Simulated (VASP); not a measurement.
Energy against volume of C (diamond). Computed with rev-vdW-DF2, VASP's PBE PAW potentials (set 64) (plane waves; VASP 6.6.1). Settings: 520 eV cut-off, 13×13×13 Γ-centred mesh, Gaussian smearing of 0.050 eV, potentials C.

```json
[
 {"V (Å³/atom)": "5.339", "E (eV/atom)": "-8.21699"},
 {"V (Å³/atom)": "5.510", "E (eV/atom)": "-8.24066"},
 {"V (Å³/atom)": "5.680", "E (eV/atom)": "-8.24820"},
 {"V (Å³/atom)": "5.851", "E (eV/atom)": "-8.24175"}
]
```

Question: Fit these four points and predict the energy of the run at 6.021 Å³/atom.

Answer: A cubic in V^(−2/3), the third-order Birch-Murnaghan form, passes through the four points with V0 = 5.68 Å³/atom and B0 = 437 GPa, and gives -8.2232 eV/atom there. The run gave -8.2231 eV/atom, +0.0 meV/atom from the fit; all five points give B0 = 437 GPa.

The compound is C in the diamond structure. It was relaxed first.
